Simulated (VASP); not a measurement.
**SiClH3: relaxation of the atoms with revPBE**

Molecule: SiClH3, in a box.

```xyz
5
Lattice="12.0000 0.0000 0.0000 0.0000 12.0000 0.0000 0.0000 0.0000 12.0000" Properties=species:S:1:pos:R:3 pbc="T T T"
Si    5.4573    5.5847    6.1210
Cl    7.4076    5.0527    6.4818
H     4.6184    5.0779    7.2310
H     5.0346    4.9805    4.8370
H     5.3785    7.0616    6.0472
```

```yaml
Program: VASP 6.6.1
Task: relaxation of the atoms
Functional: revPBE
Potentials_or_basis: VASP PAW PBE potentials, release 64 (Si, Cl, H)
Cutoff: 520 eV
k_mesh: 1 × 1 × 1
Occupations: gaussian, width 0.01 eV
Spin: no spin polarisation
Further_INCAR_settings: ALGO = Fast; EDIFF = 1e-06; IBRION = 2; EDIFFG = -0.02; NSW = 60
```

* Energy gained by relaxing: 1.0 meV/atom
* Ionic steps: 5
* Largest force after relaxing: 0.008 eV/Å
* Gap between the frontier levels: 6.47 eV

Forces on the atoms (eV/Å):
```
Si   0.007 -0.002  0.002
Cl   0.006 -0.002  0.001
H   -0.003  0.004 -0.005
H   -0.005  0.003  0.003
H   -0.006 -0.003 -0.001
```

The path:
| step | energy change (eV) | largest force (eV/Å) | pressure (GPa) |
| --- | --- | --- | --- |
| 1 | 0.0000 | 0.3190 | 0.04 |
| 2 | -0.0045 | 0.1260 | 0.00 |
| 3 | -0.0046 | 0.1200 | 0.00 |
| 4 | -0.0048 | 0.0540 | -0.01 |
| 5 | -0.0049 | 0.0080 | 0.00 |

Final structure:
```
Si Cl H
1.0
    12.00000    0.00000    0.00000
     0.00000   12.00000    0.00000
     0.00000    0.00000   12.00000
Si Cl H
1 1 3
Direct
  0.45456 0.46545 0.51005
  0.61850 0.42073 0.54037
  0.38433 0.42291 0.60316
  0.41924 0.41474 0.40238
  0.44808 0.58928 0.50388
```

Levels at points of the mesh, in eV from the valence-band top:
```tsv
k point	band 5	band 6	band 7	band 8	band 9	band 10
(0.00, 0.00, 0.00)	-1.66	0.00	0.00	6.47	6.92	7.61
```

Run time: 3.7 min on 1 thread of AMD EPYC 7R13 Processor (Zen 3), with other jobs on the host, peak memory 1.4 GiB.

Caveat: the PAW data sets were made with another functional, which shifts forces and pressure a little.
